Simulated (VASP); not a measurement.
VASP ran on this input.

### INCAR
```
AGGAC  =  0.0
ALGO  =  Normal
EDIFF  =  1E-7
ENCUT  =  520
GGA  =  MK
ISIF  =  2
ISMEAR  =  0
LASPH  =  .TRUE.
LCHARG  =  .FALSE.
LMAXMIX  =  4
LREAL  =  .FALSE.
LUSE_VDW  =  .TRUE.
LWAVE  =  .FALSE.
NELM  =  100
PARAM1  =  0.1234
PARAM2  =  1.0
PREC  =  Accurate
SIGMA  =  0.05
SYSTEM  =  BeTe
```

### POSCAR
```
BeTe
1
    0.0000000000     2.8262297026     2.8262297026
    2.8262297026     0.0000000000     2.8262297026
    2.8262297026     2.8262297026     0.0000000000
Be Te
1 1
Direct
  0.0000000000   0.0000000000   0.0000000000
  0.2500000000   0.2500000000   0.2500000000
```

File KPOINTS:
```
Automatic
0
G
 8 8 8
```

POTCAR, in this order: Be Te (PBE.64 set). Program: vasp_std.

Task: Translate this optB86b-vdW calculation to Quantum ESPRESSO's pw.x.

Result: One equivalent input (not run):
```
&CONTROL
  calculation = 'scf'
  pseudo_dir = './pseudo'
  outdir = './out'
  tprnfor = .true.
  tstress = .true.
/
&SYSTEM
  ibrav = 0
  nat = 2
  ntyp = 2
  ecutwfc = 88
  occupations = 'smearing'
  smearing = 'gaussian'
  degauss = 0.003675
  input_dft = 'vdw-df-ob86'
/
&ELECTRONS
  conv_thr = 7.3e-09
  electron_maxstep = 100
/
ATOMIC_SPECIES
  Be 9.012 Be.upf
  Te 127.600 Te.upf
CELL_PARAMETERS angstrom
     0.0000000    2.8262297    2.8262297
     2.8262297    0.0000000    2.8262297
     2.8262297    2.8262297    0.0000000
ATOMIC_POSITIONS crystal
  Be   0.0000000  0.0000000  0.0000000
  Te   0.2500000  0.2500000  0.2500000
K_POINTS automatic
  8 8 8 0 0 0
```
What does not carry over: the potentials are each code's own (VASP's PAW set, PseudoDojo norm-conserving files in pw.x), so ENCUT and ecutwfc are chosen apart and not converted; conv_thr bounds pw.x's estimated SCF error, while EDIFF bounds the energy change between steps.

The compound is BeTe in the zinc blende structure. It was relaxed first.
